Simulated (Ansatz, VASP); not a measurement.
# AlN: VASP beside Ansatz

One calculation is typed for both programs; each brings its own data sets. How far apart do they land? The cell is taken from a series of runs on this material, whose earlier steps may have relaxed, scaled, displaced or heated it; both programs get it as it stands.

Main program and level: Ansatz 0.2.0; plane waves, with VASP 6.6.1 beside it; zone-centre phonons at LDA.

### 1. The starting structure

It takes space group P6_3mc (No. 186, hexagonal). The conventional cell has a = 3.074 Å, b = 3.074 Å, c = 4.915 Å, α = 90.00°, β = 90.00°, γ = 120.00°. Nearest to Al lie 4 N at 1.87 to 1.88 Å. Nearest to N lie 4 Al at 1.87 to 1.88 Å. Farther neighbours and most contacts between anions are not listed.

Coordinates:

```
Al N
1.0
     3.07437    0.00000    0.00000
    -1.53718    2.66248    0.00000
     0.00000    0.00000    4.91479
Al N
2 2
Direct
  0.33333 0.66667 0.99885
  0.66667 0.33333 0.49885
  0.33333 0.66667 0.38115
  0.66667 0.33333 0.88115
```

### 2. VASP: zone-centre phonons, LDA, pair 1

Second derivatives magnify differences that forces hide, and they need a tight electronic threshold.

Lines of VASP's logs that name or quote its potential files are left out, and so is its time.

Input file INCAR:

```
SYSTEM = AlN
PREC = Accurate
ENCUT = 600
EDIFF = 1E-08
NELM = 120
ISMEAR = 0
SIGMA = 0.01
LREAL = .FALSE.
ALGO = Normal
GGA = CA
NBANDS = 14
LORBIT = 11
LWAVE = .FALSE.
LCHARG = .FALSE.
ISIF = 2
IBRION = 8
LEPSILON = .TRUE.
LASPH = .TRUE.
GGA_COMPAT = .FALSE.
EFERMI = MIDGAP
KPAR = 2
```

Input file POSCAR:

```
AlN
1.0
    3.0743677852      0.0000000000      0.0000000000
   -1.5371838926      2.6624806026      0.0000000000
    0.0000000000      0.0000000000      4.9147879685
Al N
2 2
Direct
    0.3333333333      0.6666666667      0.9988485981
    0.6666666667      0.3333333333      0.4988485981
    0.3333333333      0.6666666667      0.3811514019
    0.6666666667      0.3333333333      0.8811514019
```

Input file KPOINTS:

```
Automatic mesh
0
Gamma
9 9 4
0 0 0
```

PAW data sets: Al and N (LDA family, release 64).

The run is started by

```console
> mpirun -np 2 vasp_std
```

Numbers of over 12 decimals in the logs are rounded to 6 here.

The program printed:

```text
[banner, memory and clock lines left out]
running    2 mpi-ranks, on    1 nodes
 distrk:  each k-point on    1 cores,    2 groups
 distr:  one band on    1 cores,    1 groups

 POSCAR found type information on POSCAR AlN
 POSCAR found :  2 types and       4 ions
 LDA part: xc-table for (Slater(with rela. corr.)+CA(PZ))
 , standard interpolation
 POSCAR, INCAR and KPOINTS ok, starting setup
 FFT: planning ... GRIDC
 FFT: planning ... GRID_SOFT
 FFT: planning ... GRID
 WAVECAR not read
 entering main loop
       N       E                     dE             d eps       ncg     rms          rms(c)
DAV:   1     0.505051177535E+02    0.50505E+02   -0.81515E+03  1008   0.115E+03
DAV:   2    -0.341650917391E+02   -0.84670E+02   -0.78110E+02  1452   0.207E+02
DAV:   3    -0.380254513567E+02   -0.38604E+01   -0.38434E+01  1344   0.464E+01
DAV:   4    -0.380481355045E+02   -0.22684E-01   -0.22680E-01  1152   0.435E+00
DAV:   5    -0.380483582632E+02   -0.22276E-03   -0.22274E-03  1314   0.420E-01    0.125E+01
DAV:   6    -0.329402038870E+02    0.51082E+01   -0.14138E+01  1152   0.277E+01    0.447E+00
DAV:   7    -0.328930663964E+02    0.47137E-01   -0.73021E-01  1212   0.559E+00    0.283E+00
DAV:   8    -0.328379317660E+02    0.55135E-01   -0.82386E-02  1164   0.257E+00    0.391E-01
DAV:   9    -0.328331322111E+02    0.47996E-02   -0.11416E-02  1326   0.763E-01    0.213E-01
DAV:  10    -0.328332973807E+02   -0.16517E-03   -0.79082E-04  1176   0.199E-01    0.104E-01
DAV:  11    -0.328332467306E+02    0.50650E-04   -0.10533E-04  1302   0.826E-02    0.196E-02
DAV:  12    -0.328332463001E+02    0.43047E-06   -0.20005E-06  1230   0.115E-02    0.506E-03
DAV:  13    -0.328332461159E+02    0.18422E-06   -0.90759E-07  1308   0.720E-03    0.763E-04
DAV:  14    -0.328332461184E+02   -0.25208E-08   -0.17499E-08  1150   0.112E-03
   1 F= -.32833246E+02 E0= -.32833246E+02  d E =0.000000E+00
 Linear response reoptimize wavefunctions to high precision
DAV:   1    -0.328332461163E+02    0.21166E-08   -0.49985E-09  1278   0.559E-04
DAV:   2    -0.328332461163E+02    0.34106E-11   -0.60823E-11   714   0.685E-05
 Linear response G [H, r] |phi>, progress :
  Direction:   1
       N       E                     dE             d eps       ncg     rms
RMM:   1    -0.620901335095E+02   -0.62090E+02    0.91896E+01  2446   0.701E+01
RMM:   2    -0.541919893835E+02    0.78981E+01   -0.34609E+00  1697   0.142E+01
RMM:   3    -0.542085981689E+02   -0.16609E-01   -0.28449E-02  1822   0.130E+00
RMM:   4    -0.542088178765E+02   -0.21971E-03   -0.91601E-04  1967   0.169E-01
RMM:   5    -0.542087844393E+02    0.33437E-04   -0.69967E-05  1958   0.255E-02
RMM:   6    -0.542087818029E+02    0.26364E-05   -0.29294E-05  2021   0.471E-03
RMM:   7    -0.542087807286E+02    0.10744E-05   -0.19491E-05  1987   0.150E-03
RMM:   8    -0.542087805882E+02    0.14031E-06   -0.20995E-05  1682   0.976E-04
RMM:   9    -0.542087805867E+02    0.15300E-08   -0.21049E-05  1417   0.904E-04
RMM:  10    -0.542087805640E+02    0.22686E-07   -0.40196E-05  1384   0.900E-04
RMM:  11    -0.542087806084E+02   -0.44400E-07   -0.10468E-04  1342   0.919E-04
 Linear response G [H, r] |phi>, progress :
  Direction:   2
       N       E                     dE             d eps       ncg     rms
RMM:   1    -0.666919098581E+02   -0.66692E+02    0.13083E+01  2324   0.689E+01
RMM:   2    -0.621320856662E+02    0.45598E+01   -0.28080E+00  1692   0.126E+01
RMM:   3    -0.621425535771E+02   -0.10468E-01   -0.29424E-02  1812   0.116E+00
RMM:   4    -0.621421966713E+02    0.35691E-03   -0.15271E-03  1936   0.154E-01
RMM:   5    -0.621420989527E+02    0.97719E-04   -0.87720E-05  1953   0.229E-02
RMM:   6    -0.621420932657E+02    0.56870E-05   -0.18736E-05  2040   0.405E-03
RMM:   7    -0.621420896431E+02    0.36226E-05    0.18076E-05  1991   0.112E-03
RMM:   8    -0.621420892662E+02    0.37687E-06    0.21920E-05  1650   0.672E-04
RMM:   9    -0.621420891743E+02    0.91892E-07    0.26611E-05  1424   0.612E-04
RMM:  10    -0.621420891534E+02    0.20939E-07    0.49832E-05  1396   0.612E-04
RMM:  11    -0.621420890530E+02    0.10039E-06    0.57489E-05  1359   0.620E-04
 Linear response G [H, r] |phi>, progress :
  Direction:   3
       N       E                     dE             d eps       ncg     rms
RMM:   1    -0.697224861276E+02   -0.69722E+02    0.23449E+01  2348   0.696E+01
RMM:   2    -0.581219877379E+02    0.11600E+02   -0.34317E+00  1668   0.138E+01
RMM:   3    -0.581438280335E+02   -0.21840E-01   -0.26466E-02  1781   0.126E+00
RMM:   4    -0.581443701624E+02   -0.54213E-03    0.11206E-04  1907   0.160E-01
RMM:   5    -0.581444236602E+02   -0.53498E-04    0.64037E-05  1889   0.236E-02
RMM:   6    -0.581444302692E+02   -0.66090E-05    0.10885E-05  1962   0.424E-03
RMM:   7    -0.581444309308E+02   -0.66164E-06    0.38214E-06  1907   0.128E-03
RMM:   8    -0.581444308422E+02    0.88688E-07   -0.44246E-06  1581   0.816E-04
RMM:   9    -0.581444311947E+02   -0.35252E-06   -0.67285E-08  1355   0.757E-04
[...]
change of polarisation eV/A/(eV/A) component  2 :    -0.218     0.922    -0.036
 dielectric tensor                  component  2 :    -0.981     5.146    -0.160
 Linear response to external field (no local field effect), progress :
  Direction:   3
       N       E                     dE             d eps       ncg     rms          rms(c)
[...]
Linear response to external field, progress :
  Direction:   3
       N       E                     dE             d eps       ncg     rms          rms(c)
RMM:   1    -0.413595490129E+00   -0.41360E+00   -0.14908E+00  2069   0.293E+00
RMM:   2    -0.421860045768E+00   -0.82646E-02   -0.39903E-03  1714   0.344E-01    0.949E-01
RMM:   3    -0.410515414359E+00    0.11345E-01   -0.71275E-03  1653   0.529E-01    0.559E-01
RMM:   4    -0.423938803897E+00   -0.13423E-01   -0.10205E-02  1694   0.644E-01    0.701E-02
RMM:   5    -0.425715982436E+00   -0.17772E-02   -0.16219E-04  1802   0.947E-02    0.212E-02
RMM:   6    -0.426205431127E+00   -0.48945E-03   -0.13071E-05  1838   0.242E-02    0.569E-03
RMM:   7    -0.426304853683E+00   -0.99423E-04   -0.64663E-07  1844   0.552E-03    0.146E-03
RMM:   8    -0.426332020733E+00   -0.27167E-04   -0.30618E-08  1897   0.112E-03    0.190E-04
RMM:   9    -0.426332778359E+00   -0.75763E-06   -0.19666E-09  1751   0.212E-04    0.345E-05
RMM:  10    -0.426332567657E+00    0.21070E-06   -0.19180E-09  1274   0.783E-05    0.782E-06
 change of polarisation eV/A/(eV/A) component  3 :    -0.057    -0.035     0.799
 dielectric tensor                  component  3 :    -0.256    -0.159     4.593
 Linear response DOF=           4
 Linear response progress:
  Degree of freedom:   1/  4
       N       E                     dE             d eps       ncg     rms          rms(c)
RMM:   1    -0.662076265361E-02   -0.66208E-02    0.18931E-03 10759   0.775E-01
RMM:   2    -0.598354915354E-02    0.63721E-03   -0.34036E-04  7592   0.137E-01    0.939E-02
RMM:   3    -0.586307491498E-02    0.12047E-03   -0.78585E-05  7982   0.600E-02    0.503E-02
RMM:   4    -0.587849239572E-02   -0.15417E-04   -0.67028E-05  7803   0.560E-02    0.810E-03
RMM:   5    -0.587680935953E-02    0.16830E-05   -0.12037E-06  8271   0.861E-03    0.904E-04
RMM:   6    -0.587666186718E-02    0.14749E-06   -0.97921E-08  8409   0.895E-04    0.398E-04
RMM:   7    -0.587554404336E-02    0.11178E-05   -0.23867E-07  8534   0.489E-04    0.285E-05
RMM:   8    -0.587557514466E-02   -0.31101E-07   -0.14534E-07  8671   0.661E-05    0.168E-05
RMM:   9    -0.587555402030E-02    0.21124E-07   -0.18116E-08  8748   0.215E-05    0.156E-06
RMM:  10    -0.587555238091E-02    0.16394E-08   -0.11894E-08  8156   0.922E-06    0.660E-07
 first order change of Fermi-energy  -0.59183E-05
 force on displaced ion       1 direction 1 : -17.304  -0.000   0.000
 Born effective charge ion    1 direction 1 :   2.507   0.000   0.000
 Linear response progress:
  Degree of freedom:   2/  4
       N       E                     dE             d eps       ncg     rms          rms(c)
RMM:   1    -0.173370924527E-01   -0.17337E-01    0.20319E-02  3310   0.128E+00
RMM:   2    -0.119725689628E-01    0.53645E-02   -0.23010E-03  1941   0.334E-01    0.122E-01
RMM:   3    -0.115294782994E-01    0.44309E-03   -0.64041E-04  2002   0.156E-01    0.527E-02
RMM:   4    -0.114610527012E-01    0.68426E-04   -0.23484E-04  2131   0.397E-02    0.280E-02
RMM:   5    -0.114298584929E-01    0.31194E-04   -0.19197E-04  2169   0.347E-02    0.591E-03
RMM:   6    -0.114129353219E-01    0.16923E-04   -0.38085E-05  2174   0.926E-03    0.158E-03
RMM:   7    -0.114095397712E-01    0.33956E-05   -0.58592E-06  2184   0.224E-03    0.575E-04
RMM:   8    -0.114094364752E-01    0.10330E-06   -0.81616E-09  2204   0.100E-03    0.146E-04
RMM:   9    -0.114095742077E-01   -0.13773E-06   -0.63982E-07  2254   0.207E-04    0.205E-05
RMM:  10    -0.114095446770E-01    0.29531E-07   -0.38058E-07  2257   0.323E-05    0.110E-05
RMM:  11    -0.114095327408E-01    0.11936E-07   -0.10514E-07  2257   0.172E-05    0.112E-06
RMM:  12    -0.114095284003E-01    0.43406E-08   -0.46472E-08  2070   0.105E-05    0.781E-07
 first order change of Fermi-energy  -0.87018E+00
 force on displaced ion       1 direction 3 :  -0.000   0.000 -22.659
 Born effective charge ion    1 direction 3 :   0.000   0.000   2.672
 Linear response progress:
  Degree of freedom:   3/  4
       N       E                     dE             d eps       ncg     rms          rms(c)
RMM:   1    -0.234250386340E+00   -0.23425E+00    0.20033E-01  8907   0.319E+00
RMM:   2    -0.233836496301E+00    0.41389E-03   -0.33873E-03  7397   0.411E-01    0.189E-01
RMM:   3    -0.234573247858E+00   -0.73675E-03   -0.10165E-03  6922   0.203E-01    0.927E-02
RMM:   4    -0.236399651278E+00   -0.18264E-02   -0.98791E-04  7206   0.186E-01    0.212E-02
RMM:   5    -0.236361077263E+00    0.38574E-04   -0.27280E-05  8290   0.347E-02    0.237E-03
RMM:   6    -0.236399450802E+00   -0.38374E-04   -0.46418E-07  8480   0.428E-03    0.991E-04
RMM:   7    -0.236401726798E+00   -0.22760E-05    0.98786E-08  8646   0.842E-04    0.856E-05
RMM:   8    -0.236401190557E+00    0.53624E-06    0.20394E-07  8771   0.122E-04    0.358E-05
RMM:   9    -0.236401182164E+00    0.83925E-08   -0.22347E-08  8795   0.620E-05    0.284E-06
 first order change of Fermi-energy  -0.57339E-04
 force on displaced ion       3 direction 1 : -17.392  -0.001  -0.000
 Born effective charge ion    3 direction 1 :  -2.507   0.000   0.000
 Linear response progress:
  Degree of freedom:   4/  4
       N       E                     dE             d eps       ncg     rms          rms(c)
RMM:   1    -0.251202810573E+00   -0.25120E+00    0.21423E-01  2351   0.320E+00
RMM:   2    -0.249719981553E+00    0.14828E-02   -0.28708E-03  1939   0.402E-01    0.193E-01
RMM:   3    -0.249808917944E+00   -0.88936E-04   -0.19100E-03  1934   0.248E-01    0.874E-02
RMM:   4    -0.251077760392E+00   -0.12688E-02   -0.89543E-04  2044   0.159E-01    0.229E-02
RMM:   5    -0.251252289875E+00   -0.17453E-03   -0.29168E-05  2104   0.299E-02    0.656E-03
RMM:   6    -0.251328223816E+00   -0.75934E-04   -0.47307E-06  2203   0.622E-03    0.226E-03
RMM:   7    -0.251322047788E+00    0.61760E-05   -0.30595E-07  2164   0.218E-03    0.445E-04
RMM:   8    -0.251322589562E+00   -0.54177E-06   -0.14778E-08  2250   0.251E-04    0.225E-04
RMM:   9    -0.251322563588E+00    0.25974E-07   -0.42708E-08  2235   0.142E-04    0.170E-05
RMM:  10    -0.251322717260E+00   -0.15367E-06   -0.32340E-08  2251   0.582E-05    0.968E-06
RMM:  11    -0.251322719528E+00   -0.22675E-08   -0.49256E-08  2264   0.467E-05    0.164E-06
 first order change of Fermi-energy   0.87007E+00
 force on displaced ion       3 direction 3 :  -0.000   0.000 -21.295
 Born effective charge ion    3 direction 3 :   0.000  -0.000  -2.671
 Born effective charges drift removed
 Linear response finished
```

(Continued in part 2 of 3.)

[Lines on the potential files, build, host, timing and source positions are cut from VASP's logs without a mark.]

[Logs are printed without paths, hosts, clocks, repeated set-up lines and the standing remarks that a program may print on its own settings, such as how far it seeks lower states.]

[Hosts, paths, dates, database ids (printed as entryN), source tags and the programs' standing remarks are cut or masked in the printed files.]
